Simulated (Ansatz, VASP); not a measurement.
**HfF in VASP and in Ansatz**

```
Hf F
1.0
     0.00000    2.46264    2.46264
     2.46264    0.00000    2.46264
     2.46264    2.46264    0.00000
Hf F
1 1
Direct
  0.00000 0.00000 0.00000
  0.50000 0.50000 0.50000
```

Alike in both runs: functional PBE; k mesh 20 × 20 × 20; occupations gaussian, width 0.1 eV; no spin polarisation.

Ansatz relaxed the structure, and its values are those at the end. VASP's run is a single point on that final structure, the one shown.

```csv
,VASP,Ansatz
version,VASP 6.6.1,Ansatz 0.2.0
potentials or method,"VASP PAW PBE potentials, release 64 (Hf_pv, F)","scalar-relativistic, plane waves, PAW"
plane-wave cutoff (eV),520,420
valence electrons in the cell,17,33
```

Ansatz gave:

* gap on the k mesh at the Fermi level (eV): none
* pressure (GPa): 0.0

**Question.** Which values does VASP return?

**Answer.** gap on the k mesh at the Fermi level (eV): none; pressure (GPa): -1.7.

A gap of «none» marks a metal or a gap that the smearing closes. The two sets of potentials don't hold the same shells in valence.

Caveats: an odd number of electrons without spin polarisation forces a metal; a magnetic or distorted state may lie lower. Spin-orbit coupling is left out, which matters for the levels of Hf.
